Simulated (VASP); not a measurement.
These are PBE GGA, VASP's PBE PAW potentials (set 64) (plane waves; VASP) values and carry that method's errors. Each cell was relaxed at this level.

Problem. Which of these has an unstable (imaginary) mode at Γ?
(A) BaTiO3, P4mm (99)
(B) RuAl, Pm-3m (221)
(C) CaB6, Pm-3m (221)
(D) MgTe, P6_3mc (186)

Solution. A, BaTiO3, P4mm (99). Its optical Γ-point modes are 136i (×2), 151, 163 (×2), 274, 293 (×2), 371, 450 (×2), 571 cm⁻¹.
